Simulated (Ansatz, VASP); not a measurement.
Given: the input of a run of VASP 6.6.1 on NiMoIrPdW.

Contents of INCAR:

```
ALGO = Normal
EDIFF = 1E-7
ENCUT = 520
GGA = PE
ISIF = 2
ISMEAR = -1
ISPIN = 2
KPAR = 4
LASPH = True
LCHARG = False
LMAXMIX = 4
LORBIT = 11
LREAL = False
LWAVE = False
MAGMOM = 1 1 0 0.6 0
NBANDS = 40
NELM = 150
PREC = Accurate
SIGMA = 0.05
```

Contents of KPOINTS:

```
k-points
0
Gamma
  11 11 3
```

Contents of POSCAR:

```
NiMoIrPdW
1.0
    2.7607800000      0.0000000000      0.0000000000
   -1.3803900000      2.3909000000      0.0000000000
    0.0000000000      0.0000000000     11.3405100000
Ni Mo Pd Ir W
1 1 1 1 1
Direct
    0.0000000000      0.0000000000      0.7091700000
    0.6666700000      0.3333300000      0.2942500000
    0.6666700000      0.3333300000      0.8990100000
    0.0000000000      0.0000000000      0.1060400000
    0.6666700000      0.3333300000      0.5292100000
```

Potentials or basis: VASP PAW PBE potentials, release 64 (Ni, Mo_sv, Pd, Ir, W_sv).

Command:

```bash
$ cat potpaw_PBE.64/Ni/POTCAR potpaw_PBE.64/Mo_sv/POTCAR potpaw_PBE.64/Pd/POTCAR potpaw_PBE.64/Ir/POTCAR potpaw_PBE.64/W_sv/POTCAR > POTCAR
$ mpirun -np 4 vasp_std > vasp.out
```

Question: Set up the same calculation for Ansatz 0.2.0. Potentials there: Ansatz PAW.

Answer: As run (the cutoff follows the program's own potentials):

Contents of input.yaml:

```yaml
crystal:
  lattice:
    - [2.76078, 0.0, 0.0]
    - [-1.38039, 2.3909, 0.0]
    - [0.0, 0.0, 11.34051]
  atoms:
    - { symbol: Ni, position: [0.0, 0.0, 0.70917], spin: 1.0 }
    - { symbol: Mo, position: [0.66667, 0.33333, 0.29425], spin: 1.0 }
    - { symbol: Pd, position: [0.66667, 0.33333, 0.89901] }
    - { symbol: Ir, position: [0.0, 0.0, 0.10604], spin: 0.6 }
    - { symbol: W, position: [0.66667, 0.33333, 0.52921] }
hamiltonian:
  xc: pbe
  pseudopotentials: { kind: paw }
magnetization:
  spin_polarized: true
kpoints:
  mp_grid: { grid: [11, 11, 3] }
scf:
  occupations: { method: fermi_dirac, width: 0.05 }
output:
  forces: true
  stress: true
  eigenvalues: true
```

Potentials or basis: Ansatz PAW.

The run is started by

```bash
$ ansatz run input.yaml --threads 8 --pin off --max-ram 20480MiB --backend cpu --events-out ev --progress --plain --runs-dir out
```

Both were run:

|  | VASP | Ansatz | Ansatz less VASP |
| --- | --- | --- | --- |
| gap on the k mesh at the Fermi level (eV) | none | none | - |
| pressure (GPa) | 0.2 | -0.2 | -0.41 |
| rms of the force components (eV/Å) | 0.103 | 0.094 | -0.0088 |
| net moment per atom (μB) | 0.00 | 0.00 | 0.000 |

Atom by atom the forces differ by 0.013 eV/Å (rms over components). A gap of «none» marks a metal or a gap that the smearing closes. The two sets of potentials don't hold the same shells in valence.

Caveats: the starting moments weren't kept (Ansatz). Spin-orbit coupling is left out, which matters for the levels of Ir, W.
